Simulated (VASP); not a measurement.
These are PW91 GGA, VASP's PBE PAW potentials (set 64) (plane waves; VASP) values and carry that method's errors.

A VASP calculation is set up with these files.

KPOINTS:
```
Automatic mesh
0
Gamma
  5 5 8
0 0 0
```

**POSCAR**
```
ZnF2
1
    4.7909315123    -0.0000000000     0.0000000000
   -0.0000000000     4.7909315123     0.0000000000
    0.0000000000     0.0000000000     3.1783091087
Zn F
2 4
Direct
  0.0000000000   1.0000000000   0.0000000000
  0.5000000000   0.5000000000   0.5000000000
  0.3041467770   0.3041467770   0.0000000000
  0.8041467770   0.1958532230   0.5000000000
  0.1958532230   0.8041467770   0.5000000000
  0.6958532230   0.6958532230   0.0000000000
```

**INCAR**
```
SYSTEM = ZnF2
PREC = Accurate
ENCUT = 520
EDIFF = 1E-7
NELM = 100
ALGO = Normal
LREAL = .FALSE.
LASPH = .TRUE.
ISMEAR = -5
GGA = 91
LMAXMIX = 4
LWAVE = .FALSE.
LCHARG = .TRUE.
LORBIT = 11
NEDOS = 601
ISIF = 2
LEFG = .TRUE.
```

POTCAR, in this order: Zn F (PBE.64 set). Program: vasp_std.

Q: Estimate the energy per atom (σ→0), band gap (on the k-mesh).

A: 
```json
{
 "energy per atom (σ→0)": "-3.920 eV/atom",
 "band gap (on the k-mesh)": "3.48 eV"
}
```

**OSZICAR**
```
...
DAV:  10    -0.235214999517E+02   -0.61482E-02   -0.60649E-02  1998   0.217E+00    0.259E-01
DAV:  11    -0.235207218605E+02    0.77809E-03   -0.39326E-03  2814   0.146E+00    0.894E-02
DAV:  12    -0.235208455063E+02   -0.12365E-03   -0.15882E-03  1965   0.287E-01    0.313E-02
DAV:  13    -0.235208276019E+02    0.17904E-04   -0.59421E-05  2673   0.129E-01    0.855E-03
DAV:  14    -0.235208275666E+02    0.35344E-07   -0.11720E-05  2169   0.134E-01    0.744E-03
DAV:  15    -0.235208270021E+02    0.56442E-06   -0.89045E-06  2942   0.515E-02    0.125E-03
DAV:  16    -0.235208269643E+02    0.37830E-07   -0.52518E-07  2105   0.132E-02
   1 F= -.23520827E+02 E0= -.23520827E+02  d E =0.000000E+00
```

The compound is ZnF2 in the rutile structure. It was relaxed first, which changed the volume by +6 %.
